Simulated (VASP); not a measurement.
VASP input:

File POSCAR:
```
Ba
1
   -2.5602000000     2.5602000000     2.5602000000
    2.5602000000    -2.5602000000     2.5602000000
    2.5602000000     2.5602000000    -2.5602000000
Ba
1
Direct
  0.0000000000   0.0000000000   0.0000000000
```

INCAR:
```
SYSTEM = Ba
PREC = Accurate
ENCUT = 400
EDIFF = 1E-6
NELM = 100
ALGO = Normal
LREAL = .FALSE.
LASPH = .TRUE.
ISMEAR = 1
SIGMA = 0.1
GGA = PE
LMAXMIX = 4
LWAVE = .FALSE.
LCHARG = .FALSE.
ISIF = 2
IBRION = 0
NSW = 3
TEBEG = 300
```

KPOINTS:
```
Automatic mesh
0
Gamma
8 8 8
0 0 0
```

POTCAR, in this order: Ba_sv (PBE.64 set). Program: vasp_std.

The resulting files:

File standard output:
```
 POSCAR found type information on POSCAR Ba
 POSCAR found :  1 types and       1 ions
 Reading from existing POTCAR

 -----------------------------------------------------------------------------
|                                                                             |
|     EEEEEEE  RRRRRR   RRRRRR   OOOOOOO  RRRRRR      ###     ###     ###     |
|     E        R     R  R     R  O     O  R     R     ###     ###     ###     |
|     E        R     R  R     R  O     O  R     R     ###     ###     ###     |
|     EEEEE    RRRRRR   RRRRRR   O     O  RRRRRR       #       #       #      |
|     E        R   R    R   R    O     O  R   R                               |
|     E        R    R   R    R   O     O  R    R      ###     ###     ###     |
|     EEEEEEE  R     R  R     R  OOOOOOO  R     R     ###     ###     ###     |
|                                                                             |
|     Fatal error! IBRION=0, but no entry for POTIM on file INCAR. MUST       |
|     be specified!                                                           |
|                                                                             |
|       ---->  I REFUSE TO CONTINUE WITH THIS SICK JOB ... BYE!!! <----       |
|                                                                             |
 -----------------------------------------------------------------------------
```

Read input and log: which fault does this run have?
(A) the mesh has unequal divisions along equivalent axes and breaks the lattice's symmetry
(B) IBRION is misspelt, so VASP ignores the line and takes its default
(C) molecular dynamics (IBRION = 0) was asked for without POTIM
(D) MAGMOM holds more values than there are atoms

C, molecular dynamics (IBRION = 0) was asked for without POTIM. VASP stops with an error: Fatal error! IBRION=0, but no entry for POTIM on file INCAR. MUST be specified! ----> I REFUSE TO CONTINUE WITH THIS SICK JOB ... BYE!!! <----

To mend it, set POTIM to the time step in fs (1 to 2 fs suits most solids). The plain static run on this cell (PBE GGA, plane waves, VASP's PBE PAW potentials (set 64)) converges, and its OSZICAR ends with
```
   1 F= -.19057976E+01 E0= -.19059942E+01  d E =0.589734E-03
```

The compound is Ba in the bcc structure. The cell was not relaxed at this level.
